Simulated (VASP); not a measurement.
Here is a VASP 6.6.1 calculation.

File INCAR:

```
SYSTEM = Ca3ZrN3
PREC = Normal ; ENCUT = 520
EDIFF = 1E-4 ; ISMEAR = 0
SIGMA = 0.15 ; LREAL = .False.
LASPH = .True. ; NELM = 60
ALGO = Fast ; ISIF = 3
LWAVE = .False. ; LCHARG = .False.
GGA = PE ; IBRION = 2
NSW = 24 ; EDIFFG = -0.08
```

Contents of KPOINTS:

```
regular mesh
0
Gamma
  3 3 3
  0 0 0
```

File POSCAR:

```
Ca3ZrN3
1.0
    4.8500000000      0.0000000000      0.0000000000
    0.0000000000      4.8500000000      0.0000000000
    0.0000000000      0.0000000000      4.8500000000
Ca Zr N
3 1 3
Direct
    0.5000000000      0.0000000000      0.5000000000
    0.5000000000      0.5000000000      0.0000000000
    0.0000000000      0.5000000000      0.5000000000
    0.0000000000      0.0000000000      0.0000000000
    0.5000000000      0.0000000000      0.0000000000
    0.0000000000      0.5000000000      0.0000000000
    0.0000000000      0.0000000000      0.5000000000
```

Potentials or basis: VASP PAW PBE potentials, release 64 (Ca_sv, Zr_sv, N).

Launch:

```sh
$ cat potpaw_PBE.64/Ca_sv/POTCAR potpaw_PBE.64/Zr_sv/POTCAR potpaw_PBE.64/N/POTCAR > POTCAR
$ mpirun -np 4 vasp_std > vasp.out
```

Problem. Predict the band gap on the k mesh.

Solution. None (metal or under the smearing width).

Problem. Predict the relaxed cell.

Solution. a = 4.804 Å, b = 4.804 Å, c = 4.804 Å, α = 90.00°, β = 90.00°, γ = 90.00°.

The path:
| step | energy change (eV) | largest force (eV/Å) | pressure (GPa) | volume (Å³) |
| --- | --- | --- | --- | --- |
| 1 | 0.0000 | 0.0000 | -3.17 | 114.08 |
| 2 | -0.0197 | 0.0000 | 2.12 | 108.83 |
| 3 | -0.0329 | 0.0000 | -0.06 | 110.84 |

Caveat: the k mesh is coarse (spacing up to 0.43 Å⁻¹), so the values aren't converged; the relaxation stopped at a loose force limit of 0.08 eV/Å, so its end isn't a converged minimum.
